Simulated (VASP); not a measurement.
Input:

```yaml
crystal:
  lattice:
    - [2.89269, 0.00000, 0.00000]
    - [0.00000, 2.89269, 0.00000]
    - [0.00000, 0.00000, 2.89269]
  atoms:
    - { symbol: Al, position: [0.50000, 0.50000, 0.50000] }
    - { symbol: Ni, position: [0.00000, 0.00000, 0.00000] }
```

Method: PBE GGA, VASP's PBE PAW potentials (set 64) (plane waves; VASP). Run with 400 eV cut-off, 11×11×11 Γ-centred mesh, first-order Methfessel-Paxton smearing of 0.10 eV, potentials Al Ni.

Q: What does the run give for the energy per atom (σ→0), band gap (on the k-mesh) with the smallest direct gap where there is one?

A: 
```json
{
 "band gap (on the k-mesh)": "none (metal, semimetal or under 0.01 eV)",
 "energy per atom (σ→0)": "-508.3 kJ/mol of atoms"
}
```

The compound is NiAl in the CsCl type structure. It was relaxed first. The start is the result of an earlier pass. The run is not spin-polarised, so no magnetic state was tried. The electron count is odd and the run is not spin-polarised, which forces a metal.
